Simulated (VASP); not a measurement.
Input for VASP

KPOINTS:
```
Automatic mesh
0
Gamma
8 8 8
0 0 0
```

INCAR:
```
SYSTEM = BeSe
PREC = Accurate
ENCUT = 520
EDIFF = 1E-6
NELM = 100
ALGO = Normal
LREAL = .FALSE.
LASPH = .TRUE.
ISMEAR = 0
SIGMA = 0.05
GGA = RP
LMAXMIX = 4
LWAVE = .FALSE.
LCHARG = .FALSE.
IBRION = 2
ISIF = 3
NSW = 60
EDIFFG = -0.01
```

POSCAR:
```
BeSe
1
   -0.0000000000     2.6133941770     2.6133941770
    2.6133941770     0.0000000000     2.6133941770
    2.6133941770     2.6133941770    -0.0000000000
Be Se
1 1
Direct
  0.0000000000   0.0000000000   0.0000000000
  0.2500000000   0.2500000000   0.2500000000
```

POTCAR, in this order: Be Se (PBE.64 set). Program: vasp_std.

Problem. Translate this RPBE calculation to Ansatz.

Solution. One equivalent input (not run):
Ansatz 0.2 input:
```yaml
crystal:
  lattice:
    - [0.0000000, 2.6133942, 2.6133942]
    - [2.6133942, 0.0000000, 2.6133942]
    - [2.6133942, 2.6133942, 0.0000000]
  atoms:
    - { symbol: Be, position: [0.0000000, 0.0000000, 0.0000000] }
    - { symbol: Se, position: [0.2500000, 0.2500000, 0.2500000] }
kpoints:
  mp_grid: { grid: [8, 8, 8] }
hamiltonian:
  xc: rpbe
  pseudopotentials: { kind: paw }
scf:
  occupations: { method: gaussian, width: 0.05 }
  max_iter: 100
relax:
  max_steps: 60
  f_tol: 0.01
  cell: {}
output: { forces: true, stress: true, eigenvalues: true }
```
What does not carry over: each code has its own PAW files, so the cut-off isn't converted (ENCUT is set for VASP's; basis.ecutwfc is left out, and Ansatz then takes the one that its files recommend); Ansatz stops its SCF on the density residual and VASP on the energy change (EDIFF).

The compound is BeSe in the zinc blende structure. It was relaxed first, which changed the volume by +5 %. The start is the result of an earlier pass.
